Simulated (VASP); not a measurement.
## Al2GaP3: single point with r2SCAN

Al2GaP3:

```
Al Ga P
1.0
    -1.94750    5.84084    2.75193
     1.94750   -5.84084    2.75193
     1.94750    5.84084   -2.75193
Al Ga P
2 1 3
Direct
  0.66668 0.00001 0.66668
  0.33333 0.00001 0.33332
  0.00002 0.00002 0.00000
  0.74900 0.24900 0.50000
  0.08373 0.25071 0.83302
  0.41769 0.25071 0.16698
```

The cell was built by a generator and needn't be a form met in nature.

```
Program                : VASP 6.6.1
Task                   : single point
Functional             : r2SCAN
Potentials or basis    : VASP PAW PBE potentials, release 64 (Al, Ga_d, P)
Cutoff                 : 520 eV
k mesh                 : 8 × 8 × 8
Occupations            : gaussian, width 0.03 eV
Spin                   : no spin polarisation
Further INCAR settings : ALGO = Normal; EDIFF = 1e-06; NBANDS = 26
```

- Pressure: -1.9 GPa
- Largest force: 0.054 eV/Å
- Band gap on the k mesh: 1.96 eV, indirect (least direct gap 2.26 eV)

Forces on the atoms (eV/Å):
```
Al   0.000  0.003 -0.004
Al   0.000 -0.003 -0.004
Ga   0.000  0.000 -0.002
P    0.000  0.000  0.054
P    0.000  0.040 -0.022
P    0.000 -0.040 -0.022
```

Levels at points of the mesh, in eV from the valence-band top:
```
           k point  band 14  band 15  band 16  band 17  band 18  band 19  band 20  band 21
(0.00, 0.00, 0.00)    -1.64    -0.01     0.00     0.00     2.86     3.06     3.50     4.69
(0.50, 0.00, 0.00)    -1.39    -1.24    -0.88    -0.87     2.60     3.58     3.68     5.04
(0.00, 0.50, 0.00)    -2.14    -2.12    -0.89    -0.88     2.71     4.44     4.47     5.10
(0.50, 0.50, 0.00)    -2.31    -2.31    -1.75    -1.71     1.96     2.49     4.11     4.29
(0.50, 0.50, 0.50)    -1.80    -1.72    -0.46    -0.30     1.96     2.50     4.18     4.58
```

Wall time 13 min on 4 MPI ranks on AMD EPYC 9R45 (Zen 5), on a shared host, peak memory 0.57 GiB a rank.

Caveat: the PAW data sets were made with another functional, which shifts forces and pressure a little. A k mesh can miss the band edges.
